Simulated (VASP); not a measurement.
Energy against volume of TiCo (CsCl type). Level of theory: revPBE GGA, VASP's PBE PAW potentials (set 64) (plane waves; VASP 6.6.1). Numerical set-up: 520 eV cut-off, 12×12×12 Γ-centred mesh, first-order Methfessel-Paxton smearing of 0.10 eV, potentials Ti_sv Co.

```json
[
 {"V (Å³/atom)": "12.936", "E (eV/atom)": "-7.42573"},
 {"V (Å³/atom)": "13.336", "E (eV/atom)": "-7.43214"},
 {"V (Å³/atom)": "13.736", "E (eV/atom)": "-7.42598"},
 {"V (Å³/atom)": "14.136", "E (eV/atom)": "-7.40902"}
]
```

**Question.** Fit these four points and predict the energy of the run at 12.535 Å³/atom.

**Answer.** A cubic in V^(−2/3), the third-order Birch-Murnaghan form, passes through the four points with V0 = 13.33 Å³/atom and B0 = 168 GPa, and gives -7.4046 eV/atom there. The run gave -7.4046 eV/atom, +0.0 meV/atom from the fit; all five points give B0 = 168 GPa.

The compound is TiCo in the CsCl type structure. It was relaxed first. The run is not spin-polarised, so no magnetic state was tried.
